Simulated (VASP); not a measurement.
Consider the following.

```
CELL_PARAMETERS angstrom
     -1.55683     1.55683     1.55683
      1.55683    -1.55683     1.55683
      1.55683     1.55683    -1.55683
ATOMIC_POSITIONS crystal
  Mo 0.00000 0.00000 0.00000
```

Calculation: PBEsol GGA, VASP's PBE PAW potentials (set 64) (plane waves; VASP). Numerical set-up: 500 eV cut-off, 16×16×16 Γ-centred mesh, first-order Methfessel-Paxton smearing of 0.10 eV, potentials Mo_sv.

Problem. The ions, cell shape and volume at an external pressure of 10.0 GPa are relaxed. What does this cell relax into?

Solution. 
```
CELL_PARAMETERS angstrom
     -1.54854     1.54854     1.54854
      1.54854    -1.54854     1.54854
      1.54854     1.54854    -1.54854
ATOMIC_POSITIONS crystal
  Mo 0.00000 0.00000 0.00000
```
Space group Im-3m (229), at a tolerance of 0.03 Å.

Problem. How do energy and volume change from the first to the last step?

Solution. The energy (σ→0) changes by +11.0 meV/atom and the volume by -1.6 %, in 3 ionic steps.

The compound is Mo in the bcc structure. This run relaxes it under an external pressure of 10 GPa. Symmetry was kept, so distortions that lower it aren't found.
